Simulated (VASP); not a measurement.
Given:

```xyz
3
Lattice="1.5358 -2.6601 0.0000 1.5358 2.6601 0.0000 0.0000 0.0000 3.4734" Properties=species:S:1:pos:R:3 pbc="T T T"
Mg     0.0000     0.0000     0.0000
B      1.5358     0.8867     1.7367
B      1.5358    -0.8867     1.7367
```

Calculation: PBEsol GGA, VASP's PBE PAW potentials (set 64) (plane waves; VASP 6.6.1). Run with 600 eV cut-off, 10×10×8 Γ-centred mesh, first-order Methfessel-Paxton smearing of 0.10 eV, potentials Mg B.

Each row applies one change to this cell, which was relaxed at other settings and keeps the small stress of the first row; at a fixed cut-off the stress holds a Pulay part, so it need not integrate to ΔE exactly. Stress is in GPa, positive when the cell is compressed.

```csv
change,ΔE (meV/atom),σxx,σyy,σzz,"largest shear component, with its sign (GPa)",largest force (eV/Å)
none,0.0,-0.04,-0.04,0.30,0.00,0.000
atom 2 (B) moved by -0.075 Å along z,10.9,0.17,0.17,0.36,0.00,0.871
atom 1 (Mg) moved by -0.050 Å along x,(withheld),(withheld),(withheld),(withheld),(withheld),(withheld)
isotropic strain of +3.0 %,34.2,-13.59,-13.59,-8.38,0.00,0.000
isotropic strain of -1.0 %,4.6,5.63,5.63,4.04,0.00,0.000
atom 2 (B) moved by 0.075 Å along y,(withheld),(withheld),(withheld),(withheld),(withheld),(withheld)
biaxial strain of -1.0 % in the yz plane with the ions relaxed,2.6,0.94,5.08,3.43,0.00,0.009
uniaxial strain of -3.0 % along y,12.0,1.06,13.68,2.75,0.00,0.196
isotropic strain of -3.0 %,41.7,19.04,19.04,13.15,0.00,0.000
```

**Question.** What belongs in the gaps?

**Answer.** 
- atom 2 (B) moved by 0.075 Å along y, ΔE (meV/atom): 5.9
- atom 2 (B) moved by 0.075 Å along y, σxx: 0.50
- atom 2 (B) moved by 0.075 Å along y, σyy: -0.33
- atom 2 (B) moved by 0.075 Å along y, σzz: 1.03
- atom 2 (B) moved by 0.075 Å along y, largest shear component, with its sign (GPa): 0.00
- atom 2 (B) moved by 0.075 Å along y, largest force (eV/Å): 0.533
- atom 1 (Mg) moved by -0.050 Å along x, ΔE (meV/atom): 2.1
- atom 1 (Mg) moved by -0.050 Å along x, σxx: 0.01
- atom 1 (Mg) moved by -0.050 Å along x, σyy: -0.04
- atom 1 (Mg) moved by -0.050 Å along x, σzz: 0.50
- atom 1 (Mg) moved by -0.050 Å along x, largest shear component, with its sign (GPa): 0.00
- atom 1 (Mg) moved by -0.050 Å along x, largest force (eV/Å): 0.253

Failed runs are left out, and for metals the shear rows, which the mesh's noise covers.

The compound is MgB2 in the AlB2 type structure.
